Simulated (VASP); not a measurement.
## SrB3Pt: relaxation of cell and atoms with optB88-vdW

The system is SrB3Pt.

```
Sr B Pt
1.0
     4.21508    0.00000    0.00000
     0.00000    4.21508    0.00000
     0.00000    0.00000    4.21508
Sr B Pt
1 3 1
Direct
  0.00000 0.00000 0.00000
  0.50000 0.00000 0.00000
  0.00000 0.50000 0.00000
  0.00000 0.00000 0.50000
  0.50000 0.50000 0.50000
```

The cell was built by a generator and needn't be a form met in nature.

The cell isn't the ideal one: volume scaled by 0.8.

- Program: VASP 6.6.1
- Task: relaxation of cell and atoms
- Functional: optB88-vdW
- Potentials or basis: VASP PAW PBE potentials, release 54 (Sr_sv, B, Pt)
- Cutoff: 580 eV
- k mesh: 6 × 6 × 6
- Occupations: gaussian, width 0.05 eV
- Spin: no spin polarisation
- Target pressure: 2 GPa
- Further INCAR settings: ALGO = Fast; EDIFF = 1e-07; MAXMIX = 10; IBRION = 2; EDIFFG = -0.01; NSW = 40; ISIF = 3
- Target pressure: 2 GPa

```yaml
Relaxed_volume: 18.41 Å³/atom
Relaxed_cell: a = 4.516 Å, b = 4.516 Å, c = 4.516 Å, α = 90.00°, β = 90.00°, γ = 90.00°
Space_group_after_relaxing_to_0.05_Å: Pm-3m (No. 221)
Energy_change_on_relaxing_the_enthalpy_is_what_falls: -136.3 meV/atom
Ionic_steps: 4
Pressure_after_relaxing: 2.0 GPa
```

The path:
```csv
step,energy change (eV),largest force (eV/Å),pressure (GPa),volume (Å³)
1,0.0000,0.0000,10.91,74.89
2,-0.4636,0.0000,5.36,84.29
3,-0.6769,0.0000,2.10,91.71
4,-0.6815,0.0000,1.97,92.07
```

Final structure:
```yaml
crystal:
  lattice:
    - [4.51551, 0.00000, 0.00000]
    - [0.00000, 4.51551, 0.00000]
    - [0.00000, 0.00000, 4.51551]
  atoms:
    - { symbol: Sr, position: [0.00000, 0.00000, 0.00000] }
    - { symbol: B, position: [0.50000, 0.00000, 0.00000] }
    - { symbol: B, position: [0.00000, 0.50000, 0.00000] }
    - { symbol: B, position: [0.00000, 0.00000, 0.50000] }
    - { symbol: Pt, position: [0.50000, 0.50000, 0.50000] }
```

Levels at points of the mesh, in eV from the Fermi level:
```
           k point  band 12  band 13  band 14  band 15  band 16  band 17  band 18
(0.00, 0.00, 0.00)    -1.18     0.15     0.15     0.15     1.55     1.93     1.93
(0.50, 0.00, 0.00)    -1.24    -0.69    -0.21    -0.21    -0.19     2.14     2.25
(0.50, 0.50, 0.00)    -1.17    -1.08    -0.65    -0.18     0.88     1.27     1.27
(0.50, 0.50, 0.50)    -1.11    -0.68    -0.61    -0.61    -0.58    -0.58    -0.29
```

It took 25 min on 1 thread of AMD EPYC 7R13 Processor (Zen 3), on a shared host, peak memory 0.47 GiB.

Caveat: the cell is relaxed towards a set pressure, so the enthalpy falls and the energy may rise; the bands computed are all filled at some k points, so no gap is given; the PAW data sets were made with another functional, which shifts forces and pressure a little. Spin-orbit coupling is left out, which matters for the levels of Pt.
